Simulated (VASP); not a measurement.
Output of a VASP run:

File OSZICAR:
```
       N       E                     dE             d eps       ncg     rms          rms(c)
DAV:   1     0.580976206669E+02    0.58098E+02   -0.27210E+03   464   0.749E+02
DAV:   2     0.466402735054E+01   -0.53434E+02   -0.52862E+02   664   0.122E+02
DAV:   3    -0.640614851762E+00   -0.53046E+01   -0.53043E+01   464   0.477E+01
DAV:   4    -0.721247873229E+00   -0.80633E-01   -0.80626E-01   832   0.713E+00
DAV:   5    -0.721333600140E+00   -0.85727E-04   -0.85727E-04   648   0.147E-01    0.183E-01
DAV:   6    -0.726022969569E+00   -0.46894E-02   -0.21082E-03   744   0.278E-01    0.129E-01
DAV:   7    -0.730752013833E+00   -0.47290E-02   -0.87606E-03   496   0.640E-01    0.317E-02
DAV:   8    -0.730793926714E+00   -0.41913E-04   -0.14721E-04   856   0.968E-02    0.773E-03
DAV:   9    -0.730801505169E+00   -0.75785E-05   -0.14208E-05   648   0.290E-02    0.373E-03
DAV:  10    -0.730800906063E+00    0.59911E-06   -0.28526E-06   800   0.110E-02    0.145E-03
DAV:  11    -0.730801236360E+00   -0.33030E-06   -0.12370E-06   608   0.738E-03    0.103E-03
DAV:  12    -0.730801305145E+00   -0.68784E-07   -0.17774E-07   656   0.294E-03
   1 F= -.73080131E+00 E0= -.73001318E+00  d E =-.236436E-02
```

**OUTCAR**
```
------------------------ aborting loop because EDIFF is reached ----------------------------------------
  FORCE on cell =-STRESS in cart. coord.  units (eV):
  Direction    XX          YY          ZZ          XY          YZ          ZX
  --------------------------------------------------------------------------------------
  Total       -0.0732362     -0.0732362     -0.0732362      0.0000000      0.0000000      0.0000000
  in kB       -0.8429872     -0.8429872     -0.8429872      0.0000000      0.0000000      0.0000000
  external PRESSURE =      -0.8429872 kB  Pullay stress =       0.0000000 kB
  volume of cell :      139.19
      direct lattice vectors                 reciprocal lattice vectors
    -3.264764393  3.264764393  3.264764393     0.000000000  0.153150408  0.153150408
     3.264764393 -3.264764393  3.264764393     0.153150408  0.000000000  0.153150408
     3.264764393  3.264764393 -3.264764393     0.153150408  0.153150408  0.000000000
 POSITION                                       TOTAL-FORCE (eV/Angst)
 -----------------------------------------------------------------------------------
      0.00000      0.00000      0.00000        -0.000000      0.000000      0.000000
 -----------------------------------------------------------------------------------
    total drift:                                0.000000      0.000000      0.000000
  FREE ENERGIE OF THE ION-ELECTRON SYSTEM (eV)
  ---------------------------------------------------
  free  energy   TOTEN  =        -0.7308013051 eV

  energy  without entropy=       -0.7284369418  energy(sigma->0) =       -0.73001318
```
(Selected blocks of OUTCAR.)

POSCAR:
```
Cs
1
   -3.2647643932     3.2647643932     3.2647643932
    3.2647643932    -3.2647643932     3.2647643932
    3.2647643932     3.2647643932    -3.2647643932
Cs
1
Direct
  0.0000000000   0.0000000000   0.0000000000
```

Problem. Write an INCAR and KPOINTS that could have produced this output.

Solution. Several could match; the one computed here: the input of the run itself, RPBE GGA, plane waves, VASP's PBE PAW potentials (set 64).

### KPOINTS
```
K-points
0
Gamma
 8 8 8
```

### INCAR
```
! general
SYSTEM   =  Cs
PREC     =  Accurate
ENCUT    =  520   ! plane-wave cut-off (eV)
LREAL    =  .FALSE.
LASPH    =  .TRUE.   ! aspherical one-centre terms

! electronic loop
EDIFF    =  1E-7   ! SCF stop (eV)
NELM     =  100   ! most electronic steps
ALGO     =  Normal   ! blocked Davidson
LMAXMIX  =  4   ! l cut-off of mixed one-centre charges

! smearing
ISMEAR   =  1   ! Methfessel-Paxton
SIGMA    =  0.1

! functional
GGA      =  RP   ! RPBE

! ions
ISIF     =  2   ! forces and stress, cell fixed

! output
LWAVE    =  .FALSE.
LCHARG   =  .FALSE.
```

POTCAR, in this order: Cs_sv (PBE.64 set). Program: vasp_std.

The compound is Cs in the bcc structure. This cell is one point of a volume scan, at 1.06 of the reference volume.
